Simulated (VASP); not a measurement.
Input:

```yaml
crystal:
  lattice:
    - [0.00000, 2.72244, 2.72244]
    - [2.72244, 0.00000, 2.72244]
    - [2.72244, 2.72244, 0.00000]
  atoms:
    - { symbol: Cd, position: [0.00000, 0.00000, 0.00000] }
    - { symbol: F, position: [0.25000, 0.25000, 0.25000] }
    - { symbol: F, position: [0.75000, 0.75000, 0.75000] }
```

Level of theory: vdW-DF2, VASP's PBE PAW potentials (set 64) (plane waves; VASP). Run with 520 eV cut-off, 7×7×7 Γ-centred mesh, Gaussian smearing of 0.050 eV, potentials Cd F.

Question: Give the stress tensor in GPa (positive for a compressed cell).

Answer: 
```
6.51  0.00  0.00
0.00  6.51  0.00
0.00  0.00  6.51
```
The pressure is its mean diagonal, 6.51 GPa.

The compound is CdF2 in the fluorite structure. This cell is one point of a volume scan, at 0.94 of the reference volume.
